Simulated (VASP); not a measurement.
Set up this calculation in VASP 6.6.1, as the native input.

```yaml
Task: density of states
Functional: PBE0
Potentials_or_basis: VASP PAW PBE potentials, release 64 (H, Pb_d, N, O)
Cutoff: 520 eV
k_mesh: 4 × 4 × 3
Occupations: tetrahedron
Spin: no spin polarisation
Grid_for_exact_exchange_PRECFOCK: Normal
Exchange_at_q_=_0: truncated
Further_INCAR_settings: ALGO = Normal; EDIFF = 1e-06
```

Crystal: HPbNO4.

```xyz
7
Lattice="4.1992 0.1112 0.1682 1.9160 3.8913 0.1257 1.7609 1.2526 6.3727" Properties=species:S:1:pos:R:3 pbc="T T T"
H     6.1559    3.5396    4.2374
Pb    3.9410    4.7367    5.7714
N     2.1622    1.5295    2.0021
O     6.1170    3.6060    5.2180
O     2.2525    1.0554    0.8130
O     2.1821    0.7481    2.9790
O     2.0545    2.7723    2.1460
```

The cell was built by a generator and needn't be a form met in nature.

The input as run:

POSCAR

```
HPbNO4
1.0
    4.1992300000      0.1111700000      0.1681700000
    1.9160000000      3.8913200000      0.1256800000
    1.7608500000      1.2525900000      6.3726600000
H Pb N O
1 1 1 4
Direct
    0.8914500000      0.6820200000      0.6279600000
    0.1442600000      0.9287200000      0.8835200000
    0.2567000000      0.2886100000      0.3017100000
    0.8310800000      0.6505600000      0.7840500000
    0.3869400000      0.2238000000      0.1129500000
    0.3110400000      0.0357600000      0.4585600000
    0.0772600000      0.6063300000      0.3227500000
```

INCAR.step1

```
  PREC = Accurate
  ENCUT = 520
  EDIFF = 1E-5
  ISMEAR = -1
  SIGMA = 0.05
  LREAL = False
  LASPH = True
  NELM = 80
  ALGO = Normal
  ISIF = 2
  LWAVE = True
  LCHARG = False
  GGA = PE
```

INCAR.step2

```
  PREC = Accurate
  ENCUT = 520
  EDIFF = 1E-6
  ISMEAR = -5
  SIGMA = 0.05
  LREAL = False
  LASPH = True
  NELM = 80
  ALGO = Normal
  ISIF = 2
  LWAVE = False
  LCHARG = False
  GGA = PE
  LHFCALC = True
  AEXX = 0.25
  PRECFOCK = Normal
  HFRCUT = -1
  LORBIT = 11
  ISTART = 1
  NEDOS = 1001
```

KPOINTS

```
regular mesh
0
Gamma
  4 4 3
```

Potentials or basis: VASP PAW PBE potentials, release 64 (H, Pb_d, N, O).

Run with:

```sh
$ cat potpaw_PBE.64/H/POTCAR potpaw_PBE.64/Pb_d/POTCAR potpaw_PBE.64/N/POTCAR potpaw_PBE.64/O/POTCAR > POTCAR
$ cp INCAR.step1 INCAR
$ mpirun -np 8 vasp_std > vasp.out
$ cp INCAR.step2 INCAR
$ mpirun -np 8 vasp_std > vasp.out
```

It gave:

The pressure is -3.4 GPa and the largest force is 1.070 eV/Å. The band gap on the k mesh is 5.03 eV, indirect (least direct gap 5.04 eV) and the valence electrons inside the program's atomic spheres are H 0.72; Pb 11.71; N 3.80; O 5.09, 5.11, 5.10.

Caveat: the k mesh is coarse (spacing up to 0.43 Å⁻¹), so the values aren't converged, least of all with exact exchange; the standard files for N, O and F lose accuracy on very short bonds; the PAW data sets were made with another functional, which shifts forces and pressure a little; spin-orbit coupling is left out, which as a rule narrows the gap of such compounds by several tenths of an eV; an odd mesh through Γ misses points on the zone boundary, where band edges often lie.

Wall time 13 min on 8 MPI ranks on Intel(R) Xeon(R) 6975P-C (Granite Rapids), with other jobs on the host, peak memory 0.21 GiB a rank.
